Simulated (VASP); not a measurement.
Input:

```
CELL_PARAMETERS angstrom
      2.63687     0.00000     0.00000
     -1.31844     2.28360     0.00000
      0.00000     0.00000     8.63244
ATOMIC_POSITIONS crystal
  B  0.00234 0.00607 0.99920
  B  0.98367 0.99120 0.49971
  B  0.66733 0.32644 0.74897
  B  0.34086 0.65995 0.25031
  N  0.00873 0.00450 0.81038
  N  0.99825 0.00779 0.31369
  N  0.66194 0.32832 0.56410
  N  0.33688 0.67573 0.06489
```

Method: LDA (Ceperley-Alder, Perdew-Zunger), VASP's LDA PAW potentials (set 64) (plane waves; VASP). Numerical set-up: 400 eV cut-off, 11×11×3 Γ-centred mesh, first-order Methfessel-Paxton smearing of 0.10 eV, potentials B N.

At this cut-off the stress carries a Pulay error, which pulls relaxed volumes low.

Q: Give the stress tensor in GPa (positive for a compressed cell).

A: 
```
-44.52   -0.14   -0.17
 -0.14  -45.29    0.34
 -0.17    0.34  -42.38
```
The pressure is its mean diagonal, -44.06 GPa.

The structure was generated: BN was put into an ordered model structure, which need not be its known phase. The cell was not relaxed at this level, atoms are displaced from their ideal sites.
